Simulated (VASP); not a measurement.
Data:

```xyz
3
Lattice="1.8010 -3.1663 0.0000 1.8010 3.1663 0.0000 0.0000 0.0000 5.7947" Properties=species:S:1:pos:R:3 pbc="T T T"
Zr     0.0000     0.0000     0.0000
S      1.8010     1.0554     1.4487
S      1.8625    -1.0554     4.3460
```

The numbers are results of PBE GGA, VASP's PBE PAW potentials (set 64) (plane waves; VASP), not measurements. Numerical set-up: 400 eV cut-off, 6×6×4 Γ-centred mesh, Gaussian smearing of 0.50 eV, potentials Zr_sv S.

**Question.** Estimate the energy per atom (σ→0), pressure, largest force.

**Answer.** 
```
Property                        Value
---------------------  --------------
energy per atom (σ→0)  -7.115 eV/atom
pressure                     3.79 GPa
largest force              0.393 eV/Å
```

Only differences to runs with the same potentials and settings are physical.

The compound is ZrS2 in the 1T layered structure. The cell was not relaxed at this level, atoms are displaced from their ideal sites. The run is one of a series of settings (SIGMA = 0.5 against the base run), some of them coarse on purpose.
